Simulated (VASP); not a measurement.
The system is NaF.

```
CELL_PARAMETERS angstrom
0.00000 2.34693 2.34693
2.34693 0.00000 2.34693
2.34693 2.34693 0.00000
ATOMIC_POSITIONS crystal
Na 0.00000 0.00000 0.00000
F 0.50000 0.50000 0.50000
```

The cell was built by a generator and needn't be a form met in nature.

Program: VASP 6.6.1. Alike in all runs: task band structure; potentials or basis VASP PAW PBE potentials, release 64 (Na_pv, F); no spin polarisation; cell as given; cutoff (eV) 520; smearing gaussian 0.02 eV.

Order these runs on this cell by their pressure, lowest first.
A. level r2SCAN; k mesh 10 × 10 × 10
B. level PBE; k mesh 10 × 10 × 10
C. level PBE0; k mesh 8 × 8 × 8; grid for exact exchange (PRECFOCK) Fast; exchange at q = 0 truncated

A (-3.6 GPa), C (-1.6 GPa), B (0.1 GPa).

Caveats: the PAW data sets were made with another functional, which shifts forces and pressure a little (some runs).
